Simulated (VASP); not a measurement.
OSZICAR of a VASP run on CeO₂ (fluorite):

File OSZICAR:
```
       N       E                     dE             d eps       ncg     rms          rms(c)
DAV:   1     0.239421342927E+03    0.23942E+03   -0.12915E+04   640   0.231E+03
DAV:   2     0.942975478473E+01   -0.22999E+03   -0.21932E+03   952   0.326E+02
DAV:   3    -0.308709823043E+02   -0.40301E+02   -0.34597E+02   840   0.153E+02
DAV:   4    -0.325825951141E+02   -0.17116E+01   -0.17114E+01   992   0.339E+01
DAV:   5    -0.326631084414E+02   -0.80513E-01   -0.80510E-01  1024   0.651E+00    0.325E+01
DAV:   6    -0.302334719737E+02    0.24296E+01   -0.81044E+01   952   0.582E+01    0.215E+01
DAV:   7    -0.292970536813E+02    0.93642E+00   -0.14088E+02   960   0.120E+02    0.222E+01
DAV:   8    -0.284364672727E+02    0.86059E+00   -0.29306E+00   760   0.192E+01    0.130E+01
DAV:   9    -0.275607586502E+02    0.87571E+00   -0.60716E+00   976   0.207E+01    0.140E+00
DAV:  10    -0.275614816557E+02   -0.72301E-03   -0.20618E-01  1104   0.353E+00    0.106E+00
DAV:  11    -0.275596790076E+02    0.18026E-02   -0.20775E-02   936   0.135E+00    0.127E+00
DAV:  12    -0.275532695082E+02    0.64095E-02   -0.11091E-01   848   0.237E+00    0.824E-01
DAV:  13    -0.275504977773E+02    0.27717E-02   -0.60530E-02   992   0.248E+00    0.542E-01
DAV:  14    -0.275502981818E+02    0.19960E-03   -0.27964E-03   904   0.447E-01    0.339E-01
DAV:  15    -0.275499881195E+02    0.31006E-03   -0.24973E-03   968   0.476E-01    0.602E-02
DAV:  16    -0.275499977470E+02   -0.96275E-05   -0.66636E-05   792   0.687E-02    0.390E-02
DAV:  17    -0.275499905523E+02    0.71947E-05   -0.32268E-05   952   0.514E-02    0.146E-02
DAV:  18    -0.275499896010E+02    0.95136E-06   -0.42335E-06   784   0.195E-02
   1 F= -.27549990E+02 E0= -.27549990E+02  d E =-.275500E+02
```

### Question
Which electronic solver shows in the log?

### Answer
It is blocked Davidson (ALGO = Normal, or the opening steps of other solvers). The INCAR had ALGO = Normal.

### Question
How was spin treated?

### Answer
Without spin polarisation: there is no mag entry.

### Question
Can the final energy be trusted as converged?

### Answer
Self-consistency was reached. It stopped with EDIFF = 1E-6, NELM = 100, NSW = 40 and EDIFFG = -0.02 after 1 ionic step (PBEsol GGA, plane waves, VASP's PBE PAW potentials (set 64)).

The compound is CeO2 in the fluorite structure. It was relaxed first. The run is not spin-polarised, so no magnetic state was tried.
